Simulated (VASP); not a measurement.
An input for Quantum ESPRESSO's pw.x (written as the equivalent of a VASP run, and not itself run):

```
&CONTROL
  calculation = 'vc-relax'
  pseudo_dir = './pseudo'
  outdir = './out'
  tprnfor = .true.
  tstress = .true.
  nstep = 60
  forc_conv_thr = 0.00039
/
&SYSTEM
  ibrav = 0
  nat = 4
  ntyp = 2
  ecutwfc = 78
  occupations = 'smearing'
  smearing = 'methfessel-paxton'
  degauss = 0.00735
  input_dft = 'pbesol'
/
&ELECTRONS
  conv_thr = 7.3e-08
  electron_maxstep = 100
/
&IONS
/
&CELL
/
ATOMIC_SPECIES
  Sc 44.956 Sc.upf
  Al 26.982 Al.upf
CELL_PARAMETERS angstrom
     4.1000000    0.0000000    0.0000000
     0.0000000    4.1000000    0.0000000
     0.0000000    0.0000000    4.1000000
ATOMIC_POSITIONS crystal
  Sc   0.0000000  0.0000000  0.0000000
  Al   0.0000000  0.5000000  0.5000000
  Al   0.5000000  0.0000000  0.5000000
  Al   0.5000000  0.5000000  0.0000000
K_POINTS automatic
  8 8 8 0 0 0
```

Question: Translate this input to VASP (INCAR, KPOINTS, POSCAR, choice of POTCAR).

Answer: One answer among several that fit: 
POSCAR:
```
Al3Sc
1
    4.1000000000     0.0000000000     0.0000000000
    0.0000000000     4.1000000000     0.0000000000
    0.0000000000     0.0000000000     4.1000000000
Sc Al
1 3
Direct
  0.0000000000   0.0000000000   0.0000000000
  0.0000000000   0.5000000000   0.5000000000
  0.5000000000   0.0000000000   0.5000000000
  0.5000000000   0.5000000000   0.0000000000
```

### KPOINTS
```
Automatic mesh
0
Gamma
8 8 8
0 0 0
```

**INCAR**
```
SYSTEM = Al3Sc
PREC = Accurate
ENCUT = 400
EDIFF = 1E-6
NELM = 100
ALGO = Normal
LREAL = .FALSE.
LASPH = .TRUE.
ISMEAR = 1
SIGMA = 0.1
GGA = PS
LMAXMIX = 4
LWAVE = .FALSE.
LCHARG = .FALSE.
IBRION = 2
ISIF = 3
NSW = 60
EDIFFG = -0.01
```

POTCAR, in this order: Sc_sv Al (PBE.64 set). Program: vasp_std.

Limits of the translation: the potentials are each code's own (VASP's PAW set, PseudoDojo norm-conserving files in pw.x), so ENCUT and ecutwfc are chosen apart and not converted; conv_thr bounds pw.x's estimated SCF error, while EDIFF bounds the energy change between steps; forc_conv_thr acts on force components and is met together with etot_conv_thr.

The compound is Al3Sc in the L1_2 structure. This run relaxes it. Symmetry was kept, so distortions that lower it aren't found.
